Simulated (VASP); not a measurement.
Method: PBE GGA, VASP's PBE PAW potentials (set 64) (plane waves; VASP 6.6.1).

A VASP calculation is set up with these files.

### INCAR
```
SYSTEM=SnO
PREC=Accurate; ENCUT=520; LREAL=.False.
LASPH=.True.
EDIFF=1E-6; NELM=100; ALGO=Fast
LMAXMIX=4
ISMEAR=0; SIGMA=0.05
GGA=PE
ISIF=2
LWAVE=.False.; LCHARG=.False.
```

POSCAR:
```
SnO
1
    3.8000000000     0.0000000000     0.0000000000
    0.0000000000     3.8000000000     0.0000000000
    0.0000000000     0.0000000000     4.8400000000
Sn O
2 2
Direct
  0.5000000000   0.0000000000   0.7620000000
  0.0000000000   0.5000000000   0.2380000000
  0.5000000000   0.5000000000   0.0000000000
  0.0000000000   0.0000000000   0.0000000000
```

File KPOINTS:
```
K-points
0
gamma
 6 6 5
0 0 0
```

POTCAR, in this order: Sn_d O (PBE.64 set). Program: vasp_std.

Output

### OSZICAR
```
       N       E                     dE             d eps       ncg     rms          rms(c)
DAV:   1     0.397460905045E+03    0.39746E+03   -0.20712E+04  1464   0.254E+03
DAV:   2     0.278964005711E+02   -0.36956E+03   -0.36323E+03  1560   0.577E+02
DAV:   3    -0.243475448991E+02   -0.52244E+02   -0.51681E+02  1704   0.192E+02
DAV:   4    -0.263033065452E+02   -0.19558E+01   -0.19544E+01  1648   0.413E+01
DAV:   5    -0.263589436469E+02   -0.55637E-01   -0.55629E-01  1848   0.700E+00    0.117E+01
RMM:   6    -0.225572587517E+02    0.38017E+01   -0.16111E+01  1769   0.208E+01    0.426E+00
RMM:   7    -0.226713628691E+02   -0.11410E+00   -0.23052E+00  1918   0.910E+00    0.263E+00
RMM:   8    -0.226775072196E+02   -0.61444E-02   -0.43525E-01  1881   0.422E+00    0.909E-01
RMM:   9    -0.226654165003E+02    0.12091E-01   -0.16032E-01  2057   0.191E+00    0.423E-01
RMM:  10    -0.226677349929E+02   -0.23185E-02   -0.29901E-02  1890   0.108E+00    0.348E-01
RMM:  11    -0.226661931530E+02    0.15418E-02   -0.76097E-03  2044   0.629E-01    0.306E-02
RMM:  12    -0.226662713155E+02   -0.78162E-04   -0.10974E-03  2025   0.257E-01    0.305E-02
RMM:  13    -0.226662965170E+02   -0.25201E-04   -0.29062E-04  2171   0.102E-01    0.193E-02
RMM:  14    -0.226662977964E+02   -0.12794E-05   -0.38652E-05  1859   0.468E-02    0.535E-03
RMM:  15    -0.226662982544E+02   -0.45799E-06   -0.13196E-05  1674   0.257E-02    0.198E-03
RMM:  16    -0.226662982524E+02    0.20364E-08   -0.30321E-06  1332   0.135E-02
   1 F= -.22666298E+02 E0= -.22666107E+02  d E =-.382201E-03
```

OUTCAR:
```
------------------------ aborting loop because EDIFF is reached ----------------------------------------
  FORCE on cell =-STRESS in cart. coord.  units (eV):
  Direction    XX          YY          ZZ          XY          YZ          ZX
  --------------------------------------------------------------------------------------
  Total        2.1988529      2.1988529      1.6776826      0.0000000      0.0000000      0.0000000
  in kB       50.4073892     50.4073892     38.4598714      0.0000000      0.0000000      0.0000000
  external PRESSURE =      46.4248832 kB  Pullay stress =       0.0000000 kB
  volume of cell :       69.89
      direct lattice vectors                 reciprocal lattice vectors
     3.800000000  0.000000000  0.000000000     0.263157895  0.000000000  0.000000000
     0.000000000  3.800000000  0.000000000     0.000000000  0.263157895  0.000000000
     0.000000000  0.000000000  4.840000000     0.000000000  0.000000000  0.206611570
 POSITION                                       TOTAL-FORCE (eV/Angst)
 -----------------------------------------------------------------------------------
      1.90000      0.00000      3.68808         0.000000      0.000000     -0.484092
      0.00000      1.90000      1.15192        -0.000000      0.000000      0.484092
      1.90000      1.90000      0.00000         0.000000      0.000000      0.000000
      0.00000      0.00000      0.00000         0.000000     -0.000000      0.000000
 -----------------------------------------------------------------------------------
    total drift:                                0.000000      0.000000      0.000000
  FREE ENERGIE OF THE ION-ELECTRON SYSTEM (eV)
  ---------------------------------------------------
  free  energy   TOTEN  =       -22.6662982524 eV

  energy  without entropy=      -22.6659160510  energy(sigma->0) =      -22.66610715
```
(Selected blocks of OUTCAR.)

The compound is SnO in the litharge structure. The cell was not relaxed at this level. The run is one of a series of settings (ALGO = Fast against the base run), some of them coarse on purpose.
